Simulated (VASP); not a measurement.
Given:

```xyz
3
Lattice="4.0249 0.0000 0.0000 -2.0125 3.4857 0.0000 0.0000 0.0000 3.8669" Properties=species:S:1:pos:R:3 pbc="T T T"
Y      4.0249     0.0000     0.0000
Si     0.0000     2.3238     1.9335
Si     2.0125     1.1619     1.9335
```

Computed with LDA (Ceperley-Alder, Perdew-Zunger), VASP's LDA PAW potentials (set 64) (plane waves; VASP 6.6.1). Numerical set-up: 400 eV cut-off, 10×10×9 Γ-centred mesh, tetrahedra with Blöchl corrections, potentials Y_sv Si.

Problem. Tabulate the total density of states (states/eV per cell) against energy (eV; zero at the valence-band maximum or, without a gap, the Fermi level).

Solution. 
```
E (eV) | DOS (states/eV)
    -9.94 | #################### 1.54
    -9.73 | ######## 0.65
    -9.62 | ####### 0.52
    -9.41 | ##### 0.39
    -9.31 |  0.00
    -9.10 |  0.00
    -8.88 |  0.01
    -8.78 | ### 0.21
    -8.57 | ########### 0.85
    -8.46 | ########## 0.79
    -8.25 | ########## 0.82
    -8.04 | ########## 0.80
    -7.93 | ########## 0.79
    -7.72 | ######### 0.68
    -7.51 | ######## 0.59
    -7.41 | ####### 0.55
    -7.20 | ###### 0.47
    -7.09 | ###### 0.44
    -6.88 | ##### 0.41
    -6.67 | ##### 0.38
    -6.56 | ##### 0.37
    -6.35 | #### 0.33
    -6.25 | #### 0.34
    -6.04 | ###### 0.49
    -5.83 | ######## 0.65
    -5.72 | ######### 0.71
    -5.51 | ######## 0.65
    -5.40 | ######### 0.69
    -5.19 | ########## 0.80
    -4.98 | #################### 1.56
    -4.88 | ######################## 1.85
    -4.67 | ########################### 2.13
    -4.56 | #################### 1.58
    -4.35 | ################ 1.28
    -4.14 | #################### 1.57
    -4.03 | #################### 1.53
    -3.82 | ################# 1.30
    -3.72 | ################## 1.44
    -3.50 | ############### 1.16
    -3.29 | ################ 1.22
    -3.19 | ############### 1.16
    -2.98 | ################# 1.33
    -2.77 | ################### 1.51
    -2.66 | ###################### 1.69
    -2.45 | ######################## 1.87
    -2.35 | ######################## 1.87
    -2.13 | ################# 1.31
    -1.92 | ############## 1.10
    -1.82 | ############# 1.00
    -1.61 | ############# 1.01
    -1.50 | ############## 1.11
    -1.29 | ############# 1.02
    -1.08 | ############# 1.02
    -0.97 | ########### 0.88
    -0.76 | #### 0.32
    -0.66 | ##### 0.41
    -0.45 | ############## 1.10
    -0.24 | ####################### 1.79
    -0.13 | ########################## 2.00
     0.08 | ####################### 1.83
     0.19 | ##################### 1.63
     0.40 | ################# 1.33
     0.61 | ############### 1.14
     0.71 | ################ 1.27
     0.92 | ################## 1.39
     1.03 | ################## 1.43
     1.24 | ###################### 1.68
     1.45 | ######################## 1.89
     1.56 | ###################### 1.74
     1.77 | ######################## 1.90
     1.98 | ######################## 1.90
     2.08 | ######################### 1.95
     2.30 | ####################### 1.79
     2.40 | ####################### 1.83
     2.61 | ############################# 2.24
     2.82 | ############################## 2.35
     2.93 | ####################### 1.81
     3.14 | ####################### 1.77
     3.25 | ######################## 1.89
     3.46 | ###################### 1.71
```
Within 2 eV below the Fermi level the largest weight inside VASP's projection spheres is Y d, then Si p.

The structure comes from a computed database's YSi2 entry (P6/mmm); how it stands against other phases isn't given here. It was relaxed first, which changed the volume by -5 %. The electron count is odd and the run is not spin-polarised, which forces a metal.
